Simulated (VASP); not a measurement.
Data:

```
CELL_PARAMETERS angstrom
      0.00000     1.91879     1.91879
      1.91879     0.00000     1.91879
      1.91879     1.91879     0.00000
ATOMIC_POSITIONS crystal
  Ir 0.00000 0.00000 0.00000
```

Method: PBE GGA with D3 dispersion (zero damping), VASP's PBE PAW potentials (set 64) (plane waves; VASP). Numerical set-up: 520 eV cut-off, Gaussian smearing of 0.050 eV, potentials Ir.

Unless said otherwise, spin-orbit coupling is left out, though it shifts the bands of the heavy elements here.

### Question
Predict the band gap (along the path) with the smallest direct gap where there is one.

### Answer

The band gap (along the path) comes out as none (metal, semimetal or under 0.01 eV).

Only differences to runs with the same potentials and settings are physical.

The compound is Ir in the fcc structure. It was relaxed first.
